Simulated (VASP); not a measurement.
All values below come from PBE GGA, VASP's PBE PAW potentials (set 64) (plane waves; VASP).

A VASP calculation is set up with these files.

### POSCAR
```
ZrB2
1.0
  1.5850000000  -2.7453010000   0.0000000000
  1.5850000000   2.7453010000   0.0000000000
  0.0000000000   0.0000000000   3.5300000000
Zr B
1 2
Direct
  0.0000000000   0.0000000000   0.0000000000
  0.3333330000   0.6666670000   0.5000000000
  0.6666670000   0.3333330000   0.5000000000
```

**KPOINTS**
```
Automatic mesh
0
Gamma
10 10 8
0 0 0
```

**INCAR**
```
SYSTEM = ZrB2
PREC = Accurate
ENCUT = 520
EDIFF = 1E-6
NELM = 100
ALGO = Normal
LREAL = .FALSE.
LASPH = .TRUE.
ISMEAR = -1
SIGMA = 0.2
GGA = PE
LMAXMIX = 4
LWAVE = .FALSE.
LCHARG = .FALSE.
ISIF = 2
```

POTCAR, in this order: Zr_sv B (PBE.64 set). Program: vasp_std.

Output

File OSZICAR:
```
       N       E                     dE             d eps       ncg     rms          rms(c)
DAV:   1     0.111690248738E+03    0.11169E+03   -0.99094E+03  1820   0.138E+03
DAV:   2    -0.220948783919E+02   -0.13379E+03   -0.12911E+03  2100   0.340E+02
DAV:   3    -0.275415938537E+02   -0.54467E+01   -0.54021E+01  2938   0.597E+01
DAV:   4    -0.276755695588E+02   -0.13398E+00   -0.13392E+00  2348   0.846E+00
DAV:   5    -0.276778930443E+02   -0.23235E-02   -0.23234E-02  2742   0.989E-01    0.217E+01
DAV:   6    -0.250288208193E+02    0.26491E+01   -0.78218E+00  2166   0.199E+01    0.879E+00
DAV:   7    -0.249973400193E+02    0.31481E-01   -0.86636E-01  2761   0.612E+00    0.314E+00
DAV:   8    -0.249984390237E+02   -0.10990E-02   -0.93688E-02  2200   0.285E+00    0.772E-01
DAV:   9    -0.249958439579E+02    0.25951E-02   -0.15731E-02  2327   0.104E+00    0.137E-01
DAV:  10    -0.249958058413E+02    0.38117E-04   -0.82117E-04  2369   0.266E-01    0.414E-02
DAV:  11    -0.249958182163E+02   -0.12375E-04   -0.28457E-05  2399   0.640E-02    0.137E-02
DAV:  12    -0.249958180870E+02    0.12924E-06   -0.17730E-06  1742   0.148E-02
   1 F= -.24995818E+02 E0= -.24973785E+02  d E =-.440660E-01
```

**OUTCAR**
```
------------------------ aborting loop because EDIFF is reached ----------------------------------------
  FORCE on cell =-STRESS in cart. coord.  units (eV):
  Direction    XX          YY          ZZ          XY          YZ          ZX
  --------------------------------------------------------------------------------------
  Total        0.1808192      0.1808192      0.3611261      0.0000000      0.0000000     -0.0000000
  in kB        9.4304216      9.4304248     18.8341300      0.0000000      0.0000000     -0.0000000
  external PRESSURE =      12.5649921 kB  Pullay stress =       0.0000000 kB
  volume of cell :       30.72
      direct lattice vectors                 reciprocal lattice vectors
     1.585000000 -2.745301000  0.000000000     0.315457413 -0.182129391  0.000000000
     1.585000000  2.745301000  0.000000000     0.315457413  0.182129391  0.000000000
     0.000000000  0.000000000  3.530000000     0.000000000  0.000000000  0.283286119
 POSITION                                       TOTAL-FORCE (eV/Angst)
 -----------------------------------------------------------------------------------
      0.00000      0.00000      0.00000         0.000000      0.000000      0.000000
      1.58500      0.91510      1.76500         0.000000      0.000000      0.000000
      1.58500     -0.91510      1.76500        -0.000000     -0.000000      0.000000
 -----------------------------------------------------------------------------------
    total drift:                                0.000000     -0.000000      0.000000
  FREE ENERGIE OF THE ION-ELECTRON SYSTEM (eV)
  ---------------------------------------------------
  free  energy   TOTEN  =       -24.9958180870 eV

  energy  without entropy=      -24.9517520713  energy(sigma->0) =      -24.97378508
```
(Selected blocks of OUTCAR.)

The compound is ZrB2 in the AlB2 type structure. The cell was not relaxed at this level. The run is one of a series of settings (ISMEAR = -1, SIGMA = 0.2 against the base run), some of them coarse on purpose.
